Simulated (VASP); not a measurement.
VASP ran on this input.

**INCAR**
```
# general
SYSTEM  = Al3V
PREC    = Accurate
ENCUT   = 400
LREAL   = .FALSE.
LASPH   = .TRUE.

# electronic loop
EDIFF   = 1E-6
NELM    = 100
ALGO    = Normal
LMAXMIX = 4

# smearing
ISMEAR  = 1
SIGMA   = 0.1

# functional
GGA     = PS

# ions
IBRION  = 2
NSW     = 60
ISIF    = 3
EDIFFG  = -0.02

# output
LWAVE   = .FALSE.
LCHARG  = .FALSE.
```

POSCAR:
```
Al3V
1.0
 -1.8653510869   1.8653510869   4.1151826512
  1.8653510869  -1.8653510869   4.1151826512
  1.8653510869   1.8653510869  -4.1151826512
Al V
3 1
direct
  0.5000000000   0.5000000000   1.0000000000
  0.7500000000   0.2500000000   0.5000000000
  0.2500000000   0.7500000000   0.5000000000
  1.0000000000   1.0000000000   1.0000000000
```

File KPOINTS:
```
Automatic mesh
0
Gamma
10 10 10
0 0 0
```

POTCAR, in this order: Al V_sv (PBE.64 set). Program: vasp_std.

Q: Translate this PBEsol calculation to Quantum ESPRESSO's pw.x.

A: One equivalent input (not run):
```
&CONTROL
  calculation = 'vc-relax'
  pseudo_dir = './pseudo'
  outdir = './out'
  tprnfor = .true.
  tstress = .true.
  nstep = 60
  forc_conv_thr = 0.00078
/
&SYSTEM
  ibrav = 0
  nat = 4
  ntyp = 2
  ecutwfc = 84
  occupations = 'smearing'
  smearing = 'methfessel-paxton'
  degauss = 0.00735
  input_dft = 'pbesol'
/
&ELECTRONS
  conv_thr = 7.3e-08
  electron_maxstep = 100
/
&IONS
/
&CELL
/
ATOMIC_SPECIES
  Al 26.982 Al.upf
  V 50.941 V.upf
CELL_PARAMETERS angstrom
    -1.8653511    1.8653511    4.1151827
     1.8653511   -1.8653511    4.1151827
     1.8653511    1.8653511   -4.1151827
ATOMIC_POSITIONS crystal
  Al   0.5000000  0.5000000  1.0000000
  Al   0.7500000  0.2500000  0.5000000
  Al   0.2500000  0.7500000  0.5000000
  V    1.0000000  1.0000000  1.0000000
K_POINTS automatic
  10 10 10 0 0 0
```
The two are equivalent in intent, not identical: the potentials are each code's own (VASP's PAW set, PseudoDojo norm-conserving files in pw.x), so ENCUT and ecutwfc are chosen apart and not converted; conv_thr bounds pw.x's estimated SCF error, while EDIFF bounds the energy change between steps; forc_conv_thr acts on force components and is met together with etot_conv_thr.

The structure comes from a computed database's Al3V entry (I4/mmm); how it stands against other phases isn't given here. This run relaxes it. Symmetry was kept, so distortions that lower it aren't found. The start is the result of an earlier pass.
